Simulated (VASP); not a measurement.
Computed with PBEsol GGA, VASP's PBE PAW potentials (set 64) (plane waves; VASP).

VASP ran on this input.

INCAR:
```
SYSTEM=CoC
PREC=Accurate; ENCUT=520; LREAL=.FALSE.
LASPH=.TRUE.
EDIFF=1E-6; NELM=100; ALGO=Normal
LMAXMIX=4
ISMEAR=1; SIGMA=0.1
GGA=PS
MAGMOM=0.7 0.0
ISPIN=2
IBRION=2; NSW=60; ISIF=3
EDIFFG=-0.01
LWAVE=.FALSE.; LCHARG=.FALSE.; LORBIT=10
```

File POSCAR:
```
CoC
1
    2.4591831521    -0.0000000000    -0.0000000000
   -0.0000000000     2.4591831521    -0.0000000000
    0.0000000000    -0.0000000000     2.4591831521
Co C
1 1
Direct
  0.0000000000   0.0000000000   0.0000000000
  0.5000000000   0.5000000000   0.5000000000
```

### KPOINTS
```
Automatic mesh
0
Gamma
13 13 13
0 0 0
```

POTCAR, in this order: Co C (PBE.64 set). Program: vasp_std.

Q: What does the run give for the energy per atom (σ→0), cell moment, volume per atom, band gap (on the k-mesh)?

A: 
```
Property                                                    Result
------------------------  ----------------------------------------
energy per atom (σ→0)                               -7.611 eV/atom
cell moment                                                0.77 μB
band gap (on the k-mesh)  none (metal, semimetal or under 0.01 eV)
volume per atom                                       7.44 Å³/atom
```

File OSZICAR:
```
...
       N       E                     dE             d eps       ncg     rms          rms(c)
DAV:   1    -0.152218387669E+02   -0.34773E-03   -0.49220E-03  3604   0.140E+00    0.164E-01
DAV:   2    -0.152222873074E+02   -0.44854E-03   -0.95018E-03  3906   0.171E+00    0.235E-01
DAV:   3    -0.152215418637E+02    0.74544E-03   -0.42252E-03  4088   0.111E+00    0.395E-02
DAV:   4    -0.152215290849E+02    0.12779E-04   -0.40010E-05  3488   0.765E-02    0.183E-02
DAV:   5    -0.152215277204E+02    0.13644E-05   -0.16059E-06  2114   0.186E-02    0.685E-03
DAV:   6    -0.152215272069E+02    0.51349E-06   -0.13161E-06  1686   0.120E-02
   3 F= -.15221527E+02 E0= -.15221313E+02  d E =-.673540E-05  mag=     0.7700
```

The structure was generated: CoC was put into the CsCl type type (Pm-3m), which need not be its known phase. This run relaxes it. Symmetry was kept, so distortions that lower it aren't found. The start is the result of an earlier pass.
